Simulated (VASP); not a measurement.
Data:

```
CELL_PARAMETERS angstrom
      0.00000     2.19924     2.18089
      2.21626     0.00000     2.18089
      2.21626     2.19924     0.00000
ATOMIC_POSITIONS crystal
  Ti 0.00000 0.00000 0.00000
  C  0.47803 0.52197 0.52197
```

All values below come from PBE GGA, VASP's PBE PAW potentials (set 64) (plane waves; VASP 6.6.1). Run with 520 eV cut-off, 13×13×13 Γ-centred mesh, first-order Methfessel-Paxton smearing of 0.10 eV, potentials Ti_sv C.

Task: Give the force on each atom (eV/Å).

Result: 
| atom | Fx | Fy | Fz |
|---|---|---|---|
| Ti1 | 0.685 | 0.000 | 0.000 |
| C2 | -0.685 | 0.000 | 0.000 |

Task: Give the stress tensor in GPa (positive for a compressed cell).

Result: 
```
-10.08    0.00    0.00
  0.00   -9.73    0.00
  0.00    0.00   -7.01
```
The pressure is its mean diagonal, -8.94 GPa.

The compound is TiC in the rock salt structure. The cell was not relaxed at this level, atoms are displaced from their ideal sites. The run is one of a series of settings (EDIFF = 1E-8 against the base run), some of them coarse on purpose.
